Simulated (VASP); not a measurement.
Cd4TeO3:

```xyz
8
Lattice="5.0035 0.0000 0.0000 -2.5017 4.3331 0.0000 0.0000 0.0000 8.6696" Properties=species:S:1:pos:R:3 pbc="T T T"
Cd    2.5017    0.0000    4.3348
Cd   -1.2509    2.1666    4.3348
Cd    1.2509    2.1666    4.3348
Cd    0.0000    0.0000    4.3348
Te    0.0000    0.0000    0.0000
O     2.5017    0.0000    0.0000
O    -1.2509    2.1666    0.0000
O     1.2509    2.1666    0.0000
```

The cell was built by a generator and needn't be a form met in nature.

```yaml
Program: VASP 6.6.1
Task: relaxation of cell and atoms
Functional: PBE
Potentials_or_basis: VASP PAW PBE potentials, release 64 (Cd, Te, O)
Cutoff: 520 eV
k_mesh: 3 × 3 × 2
Occupations: gaussian, width 0.15 eV
Spin: no spin polarisation
```

At the start: pressure 15.5 GPa; volume 23.50 Å³/atom.

Q: How do energy, volume and symmetry change on relaxing?

A: Over 22 steps the energy falls by 686.6 meV/atom and the volume is 18.10 Å³/atom (-23.0 %); space group P6/mmm (No. 191, to 0.05 Å).

The path:
```tsv
step	energy change (eV)	largest force (eV/Å)	pressure (GPa)	volume (Å³)
1	0.0000	0.0000	15.50	187.96
2	-1.0219	0.0000	-7.08	254.11
3	-2.1572	0.0000	-1.45	220.78
4	-2.1580	0.0000	-1.22	220.11
5	-2.1575	0.0000	-1.05	219.44
6	-2.2672	0.0000	-1.16	214.43
7	-2.6930	0.0000	-1.70	199.33
8	-4.0863	0.0000	-2.22	168.87
9	2.2630	0.0000	66.90	106.94
10	-4.3880	0.0000	-2.07	163.28
11	-5.2224	0.0000	6.08	135.25
12	-5.2439	0.0000	2.54	142.06
13	-5.2621	0.0000	3.38	139.57
14	-5.3585	0.0000	3.22	139.41
15	-5.3987	0.0000	3.04	139.16
16	-5.4165	0.0000	3.99	138.30
17	-5.4256	0.0000	3.32	138.73
18	-5.4273	0.0000	3.51	138.57
19	-5.4909	0.0000	0.66	143.72
20	-5.4917	0.0000	-0.38	145.55
21	-5.4926	0.0000	-0.07	144.91
22	-5.4927	0.0000	-0.10	144.78
```

Final structure:
```
CELL_PARAMETERS angstrom
5.78626 0.00000 0.00000
-2.89313 5.01105 0.00000
0.00000 0.00000 4.99325
ATOMIC_POSITIONS crystal
Cd 0.50000 0.00000 0.50000
Cd 0.00000 0.50000 0.50000
Cd 0.50000 0.50000 0.50000
Cd 0.00000 0.00000 0.50000
Te 0.00000 0.00000 0.00000
O 0.50000 0.00000 0.00000
O 0.00000 0.50000 0.00000
O 0.50000 0.50000 0.00000
```

Caveat: the k mesh is coarse (spacing up to 0.48 Å⁻¹), so the values aren't converged; the volume moved by over 15 % at a fixed basis, so the end points are rough.
